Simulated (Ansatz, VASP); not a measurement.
# Cross-check of Sr2C between VASP and Ansatz, part 2 of 2

Wanted: the spread between two codes on one cell, functional and k mesh. The cell is generated by rule, not measured, and may not be a known phase. The cell is taken from a series of runs on this material, whose earlier steps may have relaxed, scaled, displaced or heated it; both programs get it as it stands.

VASP 6.6.1 and Ansatz 0.2.0.

So far: The structure; VASP: relaxation of cell and atoms, PBEsol, pair 1; Ansatz: relaxation of cell and atoms, PBEsol, pair 1.

**4. Differences**

Known differences besides the potentials themselves: the cutoff is 420 eV in Ansatz and 600 eV in VASP; Ansatz makes its cores anew for this functional, VASP keeps those of its PBE data sets; Ansatz adds a Pulay correction to the stress that steers its cell, VASP none. Total energies have different zeros and are not compared.

Both answers:

```tsv
quantity	Ansatz	VASP	difference
volume (Å³)	72.43	72.92	-0.67 %
edge a after relaxation, in the typed setting (Å)	4.679	4.689	-0.22 %
```

**5. Ansatz: relaxation of cell and atoms, PBEsol, pair 2**

The relaxed volume is the usual yardstick between codes: in a stiff, nearly cubic crystal its relative difference is about their pressure difference at one cell divided by the bulk modulus. This pair takes another cell of the material, with 6 atoms against 3 for the pair before.

The cell is taken from a series of runs on this material, whose earlier steps may have relaxed, scaled, displaced or heated it; both programs get it as it stands.

File input.yaml:

```yaml
crystal:
  lattice:
    - [4.7040577191, 0.0, 0.0]
    - [0.0, 4.7040577191, 0.0]
    - [0.0, 0.0, 7.0630667853]
  atoms:
    - { symbol: Sr, position: [0.0, 0.5, 0.6749308936] }
    - { symbol: Sr, position: [0.5, 0.0, 0.3250691064] }
    - { symbol: Sr, position: [0.0, 0.5, 0.1749308936] }
    - { symbol: Sr, position: [0.5, 0.0, 0.8250691064] }
    - { symbol: C, position: [0.5, 0.5, 0.5] }
    - { symbol: C, position: [0.0, 0.0, 0.0] }
kpoints:
  mp_grid: { grid: [8, 8, 6] }
hamiltonian:
  xc: pbesol
scf:
  occupations: { method: methfessel_paxton, width: 0.15 }
output:
  forces: true
  stress: true
  eigenvalues: true
relax:
  adjacent_minimum: "off"
  f_tol: 0.001
  max_steps: 60
  cell: { stress_tol: 0.01 }
```

Launch:

```bash
$ ansatz run input.yaml --threads 4 --pin off --max-ram 7168MiB --backend cpu --events-out ev --progress --plain --runs-dir out
```

Numbers of over 12 decimals in the logs are rounded to 6 here.

The program printed:

```text
[...]
Crystal: 6 atoms, lattice volume = 156.293 Å³
Basis set: ecut = 420 eV, 3055 PW (Γ), exchange–correlation on 64×64×96 points (8 copies of the dense FFT grid, shifted against one another)
Bands: 30, of which v1, the nominal top of the filled ones, is band 24 counted from 1 (23 counted from 0)
Symmetry: 16 space group operations
[...]
k-points: 60 of 384
[...]
cell:  # Å, volume = 156.3218 Å³
    - [4.704152, 0.0, 0.0]
    - [0.0, 4.704152, 0.0]
    - [0.0, 0.0, 7.064103]
  atoms:
    - { symbol: Sr, position: [0, 0.500000, 0.674921] }
    - { symbol: Sr, position: [0.500000, 0, 0.325079] }
    - { symbol: Sr, position: [0, 0.500000, 0.174921] }
    - { symbol: Sr, position: [0.500000, 0, 0.825079] }
    - { symbol: C, position: [0.500000, 0.500000, 0.500000] }
    - { symbol: C, position: [0, 0, 0] }
[key lines of the parts left out:]
SCF converged after 8 iterations
Free energy (F): -14458.899222 eV
Fermi energy:    7.778858 eV
P = ⅓ Tr σ = 0.0002 GPa (0.002 kbar)
```

**6. VASP: relaxation of cell and atoms, PBEsol, pair 2**

The same cell, functional, mesh and smearing now go to VASP, with its own data sets.

File INCAR:

```
SYSTEM = Sr2C
PREC = Accurate
ENCUT = 600
EDIFF = 1E-07
NELM = 120
ISMEAR = 1
SIGMA = 0.15
LREAL = .FALSE.
ALGO = Normal
GGA = PS
NBANDS = 30
LORBIT = 11
LWAVE = .FALSE.
LCHARG = .FALSE.
ISIF = 3
IBRION = 2
NSW = 80
EDIFFG = -0.005
LASPH = .TRUE.
GGA_COMPAT = .FALSE.
NELMIN = 4
KPAR = 2
```

File POSCAR:

```
Sr2C
1.0
    4.7040580000      0.0000000000      0.0000000000
    0.0000000000      4.7040580000      0.0000000000
    0.0000000000      0.0000000000      7.0630670000
Sr C
4 2
Direct
    0.0000000000      0.5000000000      0.6749308763
    0.5000000000      0.0000000000      0.3250691237
    0.0000000000      0.5000000000      0.1749309471
    0.5000000000      0.0000000000      0.8250690529
    0.5000000000      0.5000000000      0.4999999292
    0.0000000000      0.0000000000      0.0000000000
```

File KPOINTS:

```
Automatic mesh
0
Gamma
8 8 6
0 0 0
```

PAW data sets: Sr_sv and C (PBE family, release 64).

Launch:

```bash
$ mpirun -np 2 vasp_std
```

The program printed:

```text
[banner, memory and clock lines left out]
running    2 mpi-ranks, on    1 nodes
[...]
[... a notice as in an earlier step ...]

 LDA part: xc-table for (Slater+PW92), standard interpolation
 POSCAR, INCAR and KPOINTS ok, starting setup
[...]
entering main loop
       N       E                     dE             d eps       ncg     rms          rms(c)
DAV:   1     0.313116972099E+03    0.31312E+03   -0.25135E+04  3600   0.162E+03
DAV:   2     0.247431956947E+01   -0.31064E+03   -0.29652E+03  4030   0.339E+02
DAV:   3    -0.287604182377E+02   -0.31235E+02   -0.30766E+02  5688   0.806E+01
DAV:   4    -0.300954613528E+02   -0.13350E+01   -0.13314E+01  5242   0.169E+01
[...]
DAV:  14    -0.232789019217E+02    0.10597E-06   -0.13764E-06  4782   0.658E-03    0.159E-03
DAV:  15    -0.232789020523E+02   -0.13066E-06   -0.10215E-07  2712   0.181E-03    0.703E-04
DAV:  16    -0.232789020239E+02    0.28442E-07   -0.32276E-08  2604   0.112E-03
   1 F= -.23278902E+02 E0= -.23281197E+02  d E =-.232789E+02
[...]
2 F= -.23279462E+02 E0= -.23281816E+02  d E =-.559927E-03
 trial-energy change:   -0.000560  1 .order   -0.000561   -0.001035   -0.000087
 step:   1.0918(harm=  1.0918)  dis= 0.00063  next Energy=   -23.279467 (dE=-0.565E-03)
[...]
N       E                     dE             d eps       ncg     rms          rms(c)
DAV:   1    -0.232795118725E+02   -0.49963E-04   -0.13204E-03  3758   0.215E-01    0.577E-02
DAV:   2    -0.232794838573E+02    0.28015E-04   -0.15985E-04  4718   0.644E-02    0.264E-02
DAV:   3    -0.232794685762E+02    0.15281E-04   -0.44727E-05  5488   0.316E-02    0.299E-02
DAV:   4    -0.232794679115E+02    0.66470E-06   -0.88404E-06  4558   0.906E-03    0.194E-02
DAV:   5    -0.232794675668E+02    0.34476E-06   -0.21958E-06  5140   0.514E-03    0.106E-02
DAV:   6    -0.232794666454E+02    0.92134E-06   -0.36147E-06  5114   0.740E-03    0.143E-03
DAV:   7    -0.232794664365E+02    0.20897E-06   -0.37701E-07  3412   0.185E-03    0.140E-03
DAV:   8    -0.232794662580E+02    0.17844E-06   -0.64128E-08  2046   0.108E-03    0.747E-04
DAV:   9    -0.232794662609E+02   -0.28426E-08   -0.19730E-08  1998   0.688E-04
   3 F= -.23279466E+02 E0= -.23281827E+02  d E =-.564237E-03
[...]
reached required accuracy - stopping structural energy minimisation
```

From OUTCAR (step 6):

```text
  Total       -0.0066051     -0.0066051      0.0193402      0.0000000      0.0000000      0.0000000
  in kB       -0.0673467     -0.0673467      0.1971967      0.0000000      0.0000000      0.0000000
  external PRESSURE =       0.0208344 kB  Pullay stress =       0.0000000 kB

 POSITION                                       TOTAL-FORCE (eV/Angst)
 -----------------------------------------------------------------------------------
     -0.00000      2.35636      4.77580         0.000000      0.000000     -0.001636
      2.35636      0.00000      2.29924        -0.000000      0.000000      0.001636
     -0.00000      2.35636      1.23828         0.000000     -0.000000     -0.001636
      2.35636      0.00000      5.83676        -0.000000     -0.000000      0.001636
      2.35636      2.35636      3.53752        -0.000000     -0.000000      0.000000
     -0.00000      0.00000      0.00000         0.000000      0.000000      0.000000
 -----------------------------------------------------------------------------------
    total drift:                                0.000000      0.000000      0.000156

  FREE ENERGIE OF THE ION-ELECTRON SYSTEM (eV)
  ---------------------------------------------------
  free  energy   TOTEN  =       -23.2794662609 eV

  energy  without entropy=      -23.2865470271  energy(sigma->0) =      -23.28182652

[... 1 part as in an earlier step ...]

[... 3 further parts left out ...]
[key lines of the parts left out:]
E-fermi :   2.5991
```

The run keeps the 16 symmetry operations of its start, so it cannot find a distortion of lower symmetry.

**7. Side by side**

The two programs side by side:

```tsv
quantity	Ansatz	VASP	difference
volume (Å³)	156.32	157.13	-0.52 %
edge a after relaxation, in the typed setting (Å)	4.704	4.713	-0.18 %
edge c after relaxation, in the typed setting (Å)	7.064	7.075	-0.15 %
```

**8. Results**

```json
{"difference in volume (relaxation of cell and atoms, PBEsol, pair 1)": "-0.67 %", "difference in volume (relaxation of cell and atoms, PBEsol, pair 2)": "-0.52 %"}
```

In words: The difference in volume is -0.67 % (relaxation of cell and atoms, PBEsol, pair 1), within the 1.2 % picked in this series as the mark of a large difference, as far as the stopping tolerances let one tell. 1 further run of this series is not shown here. How closely two codes agree says nothing of how well the functional describes the real material.

[Lines on the potential files, build, host, timing and source positions are cut from VASP's logs without a mark.]

[Logs are printed without paths, hosts, clocks, repeated set-up lines and the standing remarks that a program may print on its own settings, such as how far it seeks lower states.]

[Hosts, paths, dates, database ids (printed as entryN), source tags and the programs' standing remarks are cut or masked in the printed files.]
